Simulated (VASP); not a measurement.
Given:

```yaml
crystal:
  lattice:
    - [0.00000, 1.97253, 1.97253]
    - [1.97253, 0.00000, 1.97253]
    - [1.97253, 1.97253, 0.00000]
  atoms:
    - { symbol: Rh, position: [0.00000, 0.00000, 0.00000] }
```

The numbers are results of vdW-DF2, VASP's PBE PAW potentials (set 64) (plane waves; VASP 6.6.1), not measurements. Numerical set-up: 520 eV cut-off, 16×16×16 Γ-centred mesh, first-order Methfessel-Paxton smearing of 0.10 eV, potentials Rh_pv.

Task: Give the energy at these volumes per atom, relative to the lowest: 14.42, 14.88, 15.35, 15.81, 16.27 Å³.

Result: 38.3, 9.1, 0.0, 7.7, 29.2 meV/atom. A third-order Birch-Murnaghan fit gives B0 = 193 GPa and B0′ = 5.3.

Measured: bulk modulus 271 GPa at 0 K (computed value off by -28.7 %), as given by H. Levämäki et al., Physical Review B (2014), arXiv:1402.3671 [corrected for temperature and zero-point phonon effects]; a 3.794 Å at 0 K (computed value off by +4.0 %), as given by Daniel Mejia-Rodriguez et al., Physical Review B (2018), arXiv:1807.09216 [static lattice: zero-point anharmonic expansion removed].

The compound is Rh in the fcc structure. It was relaxed first, which changed the volume by +12 %.
